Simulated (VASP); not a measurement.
OSZICAR of a VASP run on SnTe (rock salt):

File OSZICAR:
```
       N       E                     dE             d eps       ncg     rms          rms(c)
DAV:   1     0.108766627431E+03    0.10877E+03   -0.85382E+03   448   0.133E+03
DAV:   2     0.103113191062E+01   -0.10774E+03   -0.10565E+03   490   0.317E+02
DAV:   3    -0.741053784979E+01   -0.84417E+01   -0.84001E+01   562   0.901E+01
DAV:   4    -0.762802913896E+01   -0.21749E+00   -0.21745E+00   526   0.159E+01
DAV:   5    -0.763646226123E+01   -0.84331E-02   -0.84331E-02   634   0.275E+00    0.397E+00
DAV:   6    -0.756098449898E+01    0.75478E-01   -0.19198E-01   536   0.316E+00    0.253E+00
DAV:   7    -0.756172095466E+01   -0.73646E-03   -0.61808E-02   560   0.135E+00    0.902E-01
DAV:   8    -0.756259471789E+01   -0.87376E-03   -0.75272E-03   484   0.824E-01    0.164E-01
DAV:   9    -0.756268066340E+01   -0.85946E-04   -0.74724E-04   578   0.277E-01    0.442E-02
DAV:  10    -0.756270485355E+01   -0.24190E-04   -0.10139E-04   454   0.867E-02    0.247E-02
DAV:  11    -0.756271400216E+01   -0.91486E-05   -0.37785E-05   472   0.482E-02    0.197E-02
DAV:  12    -0.756271373722E+01    0.26494E-06   -0.24282E-06   538   0.975E-03
   1 F= -.75627137E+01 E0= -.75625083E+01  d E =-.410794E-03
```

### Question
Which electronic solver shows in the log?

### Answer
It is blocked Davidson (ALGO = Normal, or the opening steps of other solvers). The INCAR had ALGO = Normal.

### Question
Can the final energy be trusted as converged?

### Answer
Self-consistency was reached. It stopped with EDIFF = 1E-6, NELM = 100 (PBE GGA, plane waves, VASP's PBE PAW potentials (set 64)).

The compound is SnTe in the rock salt structure, which distorts at low temperature. The cell was not relaxed at this level.
